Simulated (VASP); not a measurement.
TaTi3 under changes of volume

One of the cells (17.776 Å³/atom); the others are scaled copies at fixed shape and fractional positions:

```
Ta Ti
1.0
     0.00000    3.28816    3.28816
     3.28816    0.00000    3.28816
     3.28816    3.28816    0.00000
Ta Ti
1 3
Cartesian
  0.0000 0.0000 0.0000
  3.2882 3.2882 3.2882
  4.9322 4.9322 4.9322
  1.6441 1.6441 1.6441
```

The cell comes from a database or a generator and needn't be the stable form of this composition.

- Program: VASP 6.6.1
- Functional: PBEsol
- Potentials or basis: VASP PAW PBE potentials, release 64 (Ta_pv, Ti_sv)
- Cutoff: 520 eV
- k mesh: 7 × 7 × 7
- Occupations: fermi-dirac, width 0.05 eV
- Spin: no spin polarisation

```csv
volume (Å³/atom),energy over the lowest point (meV/atom),pressure (GPa)
16.382,?,?
16.730,0.00,-0.1
17.079,3.17,-2.8
17.776,25.51,-7.4
18.124,43.84,-9.5
18.473,66.42,-11.3
```

Task: What does the run at 16.382 Å³/atom give?

Result: Energy over the lowest point 2.76 meV/atom; pressure 2.7 GPa.

Worked out: A Birch-Murnaghan fit of order 3 (a polynomial in V^(-2/3)) to the other rows has its minimum at 16.72 Å³/atom, just outside them, with B0 = V·E''(V) = 133 GPa and B' = 3.2. It gives 2.84 meV/atom at 16.382 Å³/atom, against the run's 2.76, and -dE/dV = 2.8 GPa, against 2.7.

Energies are extrapolated to zero smearing.

Caveats: the PAW data sets were made with another functional, which shifts forces and pressure a little.
